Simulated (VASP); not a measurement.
```xyz
6
Lattice="2.8147 -2.8167 0.0026 2.8147 2.8167 0.0026 -2.7039 0.0000 7.2539" Properties=species:S:1:pos:R:3 pbc="T T T"
Y      0.7868    -0.6992     5.4431
Y      2.1387     0.6992     1.8161
Si     0.7626     2.1081     4.2479
Si     2.1630    -2.1081     3.0113
Si     0.8110     2.1081     6.6382
Si     2.1145    -2.1081     0.6209
```

Method: r2SCAN meta-GGA, VASP's PBE PAW potentials (set 64) (plane waves; VASP). Settings: 400 eV cut-off, 9×9×5 Γ-centred mesh, tetrahedra with Blöchl corrections, potentials Y_sv Si.

The cores are frozen, which limits the accuracy of field gradients.

Task: Give the principal components of the electric field gradient (V/Å²) and the asymmetry η at each nucleus.

Result: 
| atom | Vxx | Vyy | Vzz | η |
|---|---|---|---|---|
| Y1 | -14.1 | -12.2 | 26.3 | 0.07 |
| Y2 | -14.1 | -12.2 | 26.3 | 0.07 |
| Si3 | 15.9 | 6.3 | -22.2 | 0.43 |
| Si4 | 15.9 | 6.3 | -22.2 | 0.43 |
| Si5 | 15.9 | 6.3 | -22.2 | 0.43 |
| Si6 | 15.9 | 6.3 | -22.2 | 0.43 |

The structure comes from a computed database's YSi2 entry (C2/c); how it stands against other phases isn't given here. It was relaxed first.
